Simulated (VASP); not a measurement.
# GW on CdTe: a test of the settings

How far does the GW correction to the gap of CdTe depend on the settings? The starting structure is a measured crystal structure from the Crystallography Open Database. Cell and atoms stay as given.

Main program and level: VASP 6.6.1; GW on LDA orbitals, with plane waves and PAW data sets made for GW.

## Step 1: Starting point

The structure is cubic, space group F-43m (No. 216). Conventional cell: a = 6.480 Å, b = 6.480 Å, c = 6.480 Å, α = 90.00°, β = 90.00°, γ = 90.00°. Te has 4 Cd at 2.81 Å nearest. Cd has 4 Te at 2.81 Å nearest. Farther neighbours and most contacts between anions are not listed.

## Step 2: G0W0 (response cutoff 100 eV, 3×3×3 mesh)

It reads the orbitals and their derivatives (WAVECAR and WAVEDER) of a run with the empty bands, which follows a ground-state run; neither is shown.

INCAR

```
SYSTEM = CdTe
PREC = Accurate
ENCUT = 300
ISMEAR = 0
SIGMA = 0.01
LREAL = .FALSE.
GGA = CA
NBANDS = 156
ALGO = EVGW0
NELMGW = 1
ENCUTGW = 100
NOMEGA = 40
PRECFOCK = Fast
NBANDSGW = 20
LWAVE = .FALSE.
LCHARG = .FALSE.
```

POSCAR

```
CdTe
1.0
    0.0000000000      3.2400000000      3.2400000000
    3.2400000000      0.0000000000      3.2400000000
    3.2400000000      3.2400000000      0.0000000000
Te Cd
1 1
Direct
    0.7500000000      0.7500000000      0.7500000000
    0.0000000000      0.0000000000      0.0000000000
```

KPOINTS

```
Automatic mesh
0
Gamma
3 3 3
0 0 0
```

Potentials, in the order of the species: Te_GW and Cd_GW (LDA family, release 64).

On the command line:

```sh
$ mpirun -np 4 vasp_std
```

The program printed:

```text
[banner, memory and clock lines left out]
running    4 mpi-ranks, on    1 nodes
 distrk:  each k-point on    4 cores,    1 groups
 distr:  one band on    1 cores,    4 groups

 POSCAR found type information on POSCAR TeCd
 POSCAR found :  2 types and       2 ions
|                                                                             |
|           W    W    AA    RRRRR   N    N  II  N    N   GGGG   !!!           |
|           W    W   A  A   R    R  NN   N  II  NN   N  G    G  !!!           |
|           W    W  A    A  R    R  N N  N  II  N N  N  G       !!!           |
|           W WW W  AAAAAA  RRRRR   N  N N  II  N  N N  G  GGG   !            |
|           WW  WW  A    A  R   R   N   NN  II  N   NN  G    G                |
|           W    W  A    A  R    R  N    N  II  N    N   GGGG   !!!           |
|                                                                             |
|     The default for ENCUTGWSOFT is different in this version of VASP.       |
|     please manually set ENCUTGWSOFT =100 in the INCAR file.                 |
|                                                                             |

 LDA part: xc-table for (Slater(with rela. corr.)+CA(PZ))
 , standard interpolation
 found WAVECAR, reading the header
 POSCAR, INCAR and KPOINTS ok, starting setup
 FFT: planning ... GRIDC
 FFT: planning ... GRID_SOFT
 FFT: planning ... GRID
 reading WAVECAR
 the WAVECAR file was read successfully
 initial charge from wavefunction
 available memory per node:    129.37 GB, setting MAXMEM to    132476

 The Fermi energy was updated, please check that it is located mid-gap
 values below the HOMO (VB) or above the LUMO (CB) will cause erroneous energies
 E-fermi :   3.4424

 calculate exact exchange contribution
 the WAVEDER file was read successfully
|                                                                             |
|           W    W    AA    RRRRR   N    N  II  N    N   GGGG   !!!           |
|           W    W   A  A   R    R  NN   N  II  NN   N  G    G  !!!           |
|           W    W  A    A  R    R  N N  N  II  N N  N  G       !!!           |
|           W WW W  AAAAAA  RRRRR   N  N N  II  N  N N  G  GGG   !            |
|           WW  WW  A    A  R   R   N   NN  II  N   NN  G    G                |
|           W    W  A    A  R    R  N    N  II  N    N   GGGG   !!!           |
|                                                                             |
|     Automatic setting of frequency mesh for GW failed. Frequency mesh       |
|     properly not suitable for determining QP energies. Consider             |
|     increasing number of kpoints.                                           |
|                                                                             |

energies w=
    0.000    0.000    0.323    0.000    0.643    0.000    0.960    0.000
    1.272    0.000    1.577    0.000    1.876    0.000    2.167    0.000
    2.453    0.000    2.732    0.000    3.007    0.000    3.278    0.000
    3.547    0.000    3.815    0.000    4.083    0.000    4.354    0.000
    4.630    0.000    4.912    0.000    5.203    0.000    5.506    0.000
    5.824    0.000    6.161    0.000    6.522    0.000    6.912    0.000
    7.340    0.000    7.812    0.000    8.343    0.000    8.946    0.000
    9.644    0.000   10.464    0.000   11.449    0.000   12.659    0.000
   14.188    0.000   16.184    0.000   18.907    0.000   22.838    0.000
   28.999    0.000   39.994    0.000   65.009    0.000  176.413    0.000
 responsefunction array rank=     172
 LDA part: xc-table for (Slater(with rela. corr.)+CA(PZ))
 , standard interpolation

 min. memory requirement per mpi rank     94.5 MB, per node    378.0 MB

 allocating  10 responsefunctions rank=   172
 shmem allocating  40 responsefunctions rank=   172
 response function shared by NCSHMEM nodes    1
 Doing           10  frequencies on each core in blocks of           40
NQ=   1    0.0000    0.0000    0.0000,
|.........|.........|.........|.........|.........|.........|.........|.........
 performed         96000 updates of chi_q(r,r)
 total number of BLAS operations         22.03 Gflops
NQ=   2    0.3333    0.0000    0.0000,
|.........|.........|.........|.........|.........|.........|.........|.........
 performed        273000 updates of chi_q(r,r)
 total number of BLAS operations         55.27 Gflops
NQ=   3    0.3333    0.3333    0.0000,
|.........|.........|.........|.........|.........|.........|.........|.........
 performed        456000 updates of chi_q(r,r)
 total number of BLAS operations         89.69 Gflops
NQ=   4   -0.3333    0.3333    0.0000,
|.........|.........|.........|.........|.........|.........|.........|.........
 performed        683000 updates of chi_q(r,r)
 total number of BLAS operations        138.62 Gflops
 resolving degeneracies of screened two electron integrals

 calculate QP shifts <psi_nk| G(iteration)W_0 |psi_nk>: iteration 1
 entering main loop
```

The job ended after 14 s (4 MPI ranks of Intel Xeon Platinum 8259CL at 2.50GHz (Skylake/Cascade Lake), shared host; peak memory 0.63 GiB).

Lines that name or quote the potential files are left out of all logs, and their timing lines are given in words.

OUTCAR, selected parts (step 2):

```text
ion  position               nearest neighbor table
   1  0.750  0.750  0.750-   2 2.81   2 2.81   2 2.81   2 2.81
   2  0.000  0.000  0.000-   1 2.81   1 2.81   1 2.81   1 2.81

  LATTYP: Found a face centered cubic cell.
 ALAT       =     6.4800000000

 Subroutine GETGRP returns: Found 24 space group operations
 (whereof 24 operations were pure point group operations)

The static configuration has the point symmetry T_d .

 Found      4 irreducible k-points:

   k-points           NKPTS =      4   k-points in BZ     NKDIM =     27   number of bands    NBANDS=    156

   dimension x,y,z NGX =    28 NGY =   28 NGZ =   28
   dimension x,y,z NGXF=    56 NGYF=   56 NGZF=   56

   ENCUT  =  300.0 eV  22.05 Ry    4.70 a.u.   6.47  6.47  6.47*2*pi/ulx,y,z

   NELECT =      18.0000    total number of electrons

  energy-cutoff  :      300.00
  volume of cell :       68.02
      direct lattice vectors                 reciprocal lattice vectors
     0.000000000  3.240000000  3.240000000    -0.154320988  0.154320988  0.154320988
     3.240000000  0.000000000  3.240000000     0.154320988 -0.154320988  0.154320988
     3.240000000  3.240000000  0.000000000     0.154320988  0.154320988 -0.154320988

 k-points in reciprocal lattice and weights: Automatic mesh
   0.00000000  0.00000000  0.00000000       0.037
   0.33333333  0.00000000  0.00000000       0.296
   0.33333333  0.33333333  0.00000000       0.222
  -0.33333333  0.33333333  0.00000000       0.444

 E-fermi :   3.4424

 QP shifts <psi_nk| G(iteration)W_0 |psi_nk>: iteration 1
 for sc-GW calculations column KS-energies equals QP-energies in previous step
 and V_xc(KS)=  KS-energies - (<T + V_ion + V_H > + <T+V_H+V_ion>^1  + <V_x>^1)
 k-point   1 :       0.0000    0.0000    0.0000
  band No.  KS-energies  QP-energies   sigma(KS)   V_xc(KS)     V^pw_x(r,r')   Z            occupation Imag(sigma)
    ...
      6      -4.9194      -6.6375     -18.0023     -15.5237     -23.1345       0.6932       2.0000       0.3397
      7       3.1971       2.8494     -11.9937     -11.5290     -13.5286       0.7483       2.0000       0.1447
      8       3.1971       2.8494     -11.9937     -11.5290     -13.5286       0.7483       2.0000       0.1447
      9       3.1971       2.8494     -11.9937     -11.5290     -13.5286       0.7483       2.0000       0.1447
     10       3.6877       4.1860      -9.4855     -10.1382      -5.5079       0.7635       0.0000      -0.0387
     11       7.6426       7.9399      -8.8731      -9.2662      -4.5742       0.7562       0.0000      -0.0984
     12       7.6426       7.9399      -8.8731      -9.2662      -4.5742       0.7562       0.0000      -0.0984
     13       7.6426       7.9399      -8.8731      -9.2662      -4.5742       0.7562       0.0000      -0.0984
    ...

 k-point   2 :       0.3333    0.0000    0.0000
  band No.  KS-energies  QP-energies   sigma(KS)   V_xc(KS)     V^pw_x(r,r')   Z            occupation Imag(sigma)
    ...
      6      -4.8143      -6.3725     -17.3099     -15.0680     -22.4080       0.6950       2.0000       0.3991
      7      -0.4960      -0.9158     -10.9659     -10.3858     -13.1848       0.7237       2.0000       0.2359
      8       2.5693       2.2010     -11.6449     -11.1502     -13.2709       0.7445       2.0000       0.1505
      9       2.5693       2.2010     -11.6449     -11.1502     -13.2709       0.7445       2.0000       0.1505
     10       4.9024       5.2790      -9.2898      -9.7831      -5.2469       0.7634       0.0000      -0.0598
     11       8.2791       8.5589      -8.7723      -9.1435      -4.3753       0.7538       0.0000      -0.1153
     12       8.2791       8.5589      -8.7723      -9.1435      -4.3753       0.7538       0.0000      -0.1153
     13       9.2353       9.5387      -8.6771      -9.0813      -4.1046       0.7506       0.0000      -0.1636
    ...

 k-point   3 :       0.3333    0.3333    0.0000
  band No.  KS-energies  QP-energies   sigma(KS)   V_xc(KS)     V^pw_x(r,r')   Z            occupation Imag(sigma)
    ...
      6      -4.7238      -6.2591     -17.1973     -15.0055     -22.2594       0.7005       2.0000       0.4004
      7      -0.3949      -0.8057     -11.4417     -10.8762     -13.5904       0.7264       2.0000       0.2300
      8       1.6577       1.2606     -11.1222     -10.5811     -12.9237       0.7339       2.0000       0.1617
      9       1.6577       1.2606     -11.1222     -10.5811     -12.9237       0.7339       2.0000       0.1617
     10       5.7321       5.9358      -8.5697      -8.8357      -4.5696       0.7659       0.0000      -0.0805
     11       6.1512       6.4104      -8.6716      -9.0118      -4.6407       0.7620       0.0000      -0.0875
     12      10.3544      10.6357      -8.3657      -8.7413      -3.6830       0.7489       0.0000      -0.1949
     13      10.5608      10.9377      -9.3221      -9.8353      -4.3618       0.7345       0.0000      -0.2022
    ...

 k-point   4 :      -0.3333    0.3333    0.0000
  band No.  KS-energies  QP-energies   sigma(KS)   V_xc(KS)     V^pw_x(r,r')   Z            occupation Imag(sigma)
    ...
      6      -4.4037      -5.8806     -17.2505     -15.1558     -22.2692       0.7050       2.0000       0.4091
      7      -1.0646      -1.4937     -11.0381     -10.4412     -13.4005       0.7189       2.0000       0.2647
      8       0.5079       0.0717     -10.4405      -9.8418     -12.4173       0.7285       2.0000       0.1883
      9       1.8384       1.4477     -11.2422     -10.7106     -13.0045       0.7349       2.0000       0.1583
     10       6.0535       6.3200      -8.8237      -9.1732      -4.7364       0.7624       0.0000      -0.0834
     11       8.1518       8.4776      -9.2259      -9.6620      -4.7657       0.7472       0.0000      -0.1307
     12       9.9031      10.2402      -8.9763      -9.4287      -4.1723       0.7451       0.0000      -0.1757
     13      10.0145      10.3064      -8.6157      -9.0050      -4.0298       0.7498       0.0000      -0.1694
    ...
```

G0W0 (response cutoff 100 eV, 3×3×3 mesh): the quasiparticle gap on this mesh is 1.337 eV, +0.846 eV from the LDA gap on the same points, with 156 bands.

## Step 3: G0W0 (response cutoff 160 eV, 3×3×3 mesh)

It reads the orbitals and their derivatives (WAVECAR and WAVEDER) of a run with the empty bands, which follows a ground-state run; neither is shown.

Changes to INCAR since step 2:

```diff
@@ -7,6 +7,6 @@
 GGA = CA
-NBANDS = 156
+NBANDS = 316
 ALGO = EVGW0
 NELMGW = 1
-ENCUTGW = 100
+ENCUTGW = 160
 NOMEGA = 40
```

POSCAR is that of step 2.

KPOINTS is that of step 2.

On the command line:

```sh
$ mpirun -np 4 vasp_std
```

The program printed:

```text
[banner, memory and clock lines left out]
running    4 mpi-ranks, on    1 nodes
[...]
|                                                                             |
|           W    W    AA    RRRRR   N    N  II  N    N   GGGG   !!!           |
|           W    W   A  A   R    R  NN   N  II  NN   N  G    G  !!!           |
|           W    W  A    A  R    R  N N  N  II  N N  N  G       !!!           |
|           W WW W  AAAAAA  RRRRR   N  N N  II  N  N N  G  GGG   !            |
|           WW  WW  A    A  R   R   N   NN  II  N   NN  G    G                |
|           W    W  A    A  R    R  N    N  II  N    N   GGGG   !!!           |
|                                                                             |
|     The default for ENCUTGWSOFT is different in this version of VASP.       |
|     please manually set ENCUTGWSOFT =160 in the INCAR file.                 |
|                                                                             |

 LDA part: xc-table for (Slater(with rela. corr.)+CA(PZ))
[...]
min. memory requirement per mpi rank    178.3 MB, per node    713.4 MB

 allocating  10 responsefunctions rank=   332
 shmem allocating  40 responsefunctions rank=   332
 response function shared by NCSHMEM nodes    1
 Doing           10  frequencies on each core in blocks of           40
NQ=   1    0.0000    0.0000    0.0000,
|.........|.........|.........|.........|.........|.........|.........|.........
 performed        199000 updates of chi_q(r,r)
 total number of BLAS operations        175.09 Gflops
NQ=   2    0.3333    0.0000    0.0000,
|.........|.........|.........|.........|.........|.........|.........|.........
 performed        563000 updates of chi_q(r,r)
 total number of BLAS operations        451.40 Gflops
NQ=   3    0.3333    0.3333    0.0000,
|.........|.........|.........|.........|.........|.........|.........|.........
 performed        939000 updates of chi_q(r,r)
 total number of BLAS operations        750.44 Gflops
NQ=   4   -0.3333    0.3333    0.0000,
|.........|.........|.........|.........|.........|.........|.........|.........
 performed       1404000 updates of chi_q(r,r)
 total number of BLAS operations       1105.78 Gflops
 resolving degeneracies of screened two electron integrals

 calculate QP shifts <psi_nk| G(iteration)W_0 |psi_nk>: iteration 1
 entering main loop
[key lines of the parts left out:]
E-fermi :   3.4424
```

Run time: 31 s. Hardware: 4 MPI ranks; peak memory 0.98 GiB; 2 min of CPU time.

From OUTCAR (step 3):

```text
 QP shifts <psi_nk| G(iteration)W_0 |psi_nk>: iteration 1
 for sc-GW calculations column KS-energies equals QP-energies in previous step
 and V_xc(KS)=  KS-energies - (<T + V_ion + V_H > + <T+V_H+V_ion>^1  + <V_x>^1)
 k-point   1 :       0.0000    0.0000    0.0000
  band No.  KS-energies  QP-energies   sigma(KS)   V_xc(KS)     V^pw_x(r,r')   Z            occupation Imag(sigma)
    ...
      6      -4.9194      -6.7983     -18.2380     -15.5237     -23.1345       0.6922       2.0000      -0.2212
      7       3.1971       2.6719     -12.2327     -11.5290     -13.5286       0.7463       2.0000      -0.1881
      8       3.1971       2.6719     -12.2327     -11.5290     -13.5286       0.7463       2.0000      -0.1881
      9       3.1971       2.6719     -12.2327     -11.5290     -13.5286       0.7463       2.0000      -0.1881
     10       3.6877       3.9871      -9.7433     -10.1382      -5.5079       0.7580       0.0000      -0.5263
     11       7.6426       7.8283      -9.0204      -9.2662      -4.5742       0.7551       0.0000      -0.3247
     12       7.6426       7.8283      -9.0204      -9.2662      -4.5742       0.7551       0.0000      -0.3247
     13       7.6426       7.8283      -9.0204      -9.2662      -4.5742       0.7551       0.0000      -0.3247
    ...

[... 1 part as in an earlier step ...]

[... 2 further parts left out ...]
[key lines of the parts left out:]
E-fermi :   3.4424
```

G0W0 (response cutoff 160 eV, 3×3×3 mesh): the quasiparticle gap on this mesh is 1.315 eV, +0.825 eV from the LDA gap on the same points, with 316 bands.

## Step 4: G0W0 (response cutoff 240 eV, 3×3×3 mesh)

It reads the orbitals and their derivatives (WAVECAR and WAVEDER) of a run with the empty bands, which follows a ground-state run; neither is shown.

Changes to INCAR since step 3:

```diff
@@ -7,6 +7,6 @@
 GGA = CA
-NBANDS = 316
+NBANDS = 576
 ALGO = EVGW0
 NELMGW = 1
-ENCUTGW = 160
+ENCUTGW = 240
 NOMEGA = 40
```

POSCAR is that of step 3.

KPOINTS is that of step 3.

On the command line:

```sh
$ mpirun -np 4 vasp_std
```

The program printed:

```text
[banner, memory and clock lines left out]
running    4 mpi-ranks, on    1 nodes
[...]
|                                                                             |
|           W    W    AA    RRRRR   N    N  II  N    N   GGGG   !!!           |
|           W    W   A  A   R    R  NN   N  II  NN   N  G    G  !!!           |
|           W    W  A    A  R    R  N N  N  II  N N  N  G       !!!           |
|           W WW W  AAAAAA  RRRRR   N  N N  II  N  N N  G  GGG   !            |
|           WW  WW  A    A  R   R   N   NN  II  N   NN  G    G                |
|           W    W  A    A  R    R  N    N  II  N    N   GGGG   !!!           |
|                                                                             |
|     The default for ENCUTGWSOFT is different in this version of VASP.       |
|     please manually set ENCUTGWSOFT =240 in the INCAR file.                 |
|                                                                             |

 LDA part: xc-table for (Slater(with rela. corr.)+CA(PZ))
[...]
min. memory requirement per mpi rank    386.8 MB, per node   1547.3 MB

 allocating  10 responsefunctions rank=   580
 shmem allocating  40 responsefunctions rank=   580
 response function shared by NCSHMEM nodes    1
 Doing           10  frequencies on each core in blocks of           40
NQ=   1    0.0000    0.0000    0.0000,
|.........|.........|.........|.........|.........|.........|.........|.........
 performed        367000 updates of chi_q(r,r)
 total number of BLAS operations        848.32 Gflops
NQ=   2    0.3333    0.0000    0.0000,
|.........|.........|.........|.........|.........|.........|.........|.........
 performed       1034000 updates of chi_q(r,r)
 total number of BLAS operations       2625.47 Gflops
NQ=   3    0.3333    0.3333    0.0000,
|.........|.........|.........|.........|.........|.........|.........|.........
 performed       1724000 updates of chi_q(r,r)
 total number of BLAS operations       4457.62 Gflops
NQ=   4   -0.3333    0.3333    0.0000,
|.........|.........|.........|.........|.........|.........|.........|.........
 performed       2575000 updates of chi_q(r,r)
 total number of BLAS operations       6686.56 Gflops
 resolving degeneracies of screened two electron integrals

 calculate QP shifts <psi_nk| G(iteration)W_0 |psi_nk>: iteration 1
 entering main loop
[key lines of the parts left out:]
E-fermi :   3.4424
```

The job ended after 86 s (4 MPI ranks; peak memory 1.8 GiB; 5.7 min of CPU time).

Parts of OUTCAR (step 4):

```text
 QP shifts <psi_nk| G(iteration)W_0 |psi_nk>: iteration 1
 for sc-GW calculations column KS-energies equals QP-energies in previous step
 and V_xc(KS)=  KS-energies - (<T + V_ion + V_H > + <T+V_H+V_ion>^1  + <V_x>^1)
 k-point   1 :       0.0000    0.0000    0.0000
  band No.  KS-energies  QP-energies   sigma(KS)   V_xc(KS)     V^pw_x(r,r')   Z            occupation Imag(sigma)
    ...
      6      -4.9194      -6.9414     -18.4533     -15.5237     -23.1345       0.6902       2.0000       0.0581
      7       3.1971       2.5623     -12.3768     -11.5290     -13.5286       0.7488       2.0000      -0.1565
      8       3.1971       2.5623     -12.3768     -11.5290     -13.5286       0.7488       2.0000      -0.1565
      9       3.1971       2.5623     -12.3768     -11.5290     -13.5286       0.7488       2.0000      -0.1565
     10       3.6877       3.8864      -9.8779     -10.1382      -5.5079       0.7632       0.0000      -0.3221
     11       7.6426       7.7839      -9.0789      -9.2662      -4.5742       0.7541       0.0000      -0.2825
     12       7.6426       7.7839      -9.0789      -9.2662      -4.5742       0.7541       0.0000      -0.2825
     13       7.6426       7.7839      -9.0789      -9.2662      -4.5742       0.7541       0.0000      -0.2825
    ...

[... 1 part as in an earlier step ...]

[... 2 further parts left out ...]
[key lines of the parts left out:]
E-fermi :   3.4424
```

G0W0 (response cutoff 240 eV, 3×3×3 mesh): the quasiparticle gap on this mesh is 1.324 eV, +0.833 eV from the LDA gap on the same points, with 576 bands.

(Continued in part 2 of 2.)

[Lines on the potential files, build, host, timing and source positions are cut from VASP's logs without a mark.]

[Logs are printed without paths, hosts, clocks, repeated set-up lines and the standing remarks that a program may print on its own settings, such as how far it seeks lower states.]

[Hosts, paths, dates, database ids (printed as entryN), source tags and the programs' standing remarks are cut or masked in the printed files.]
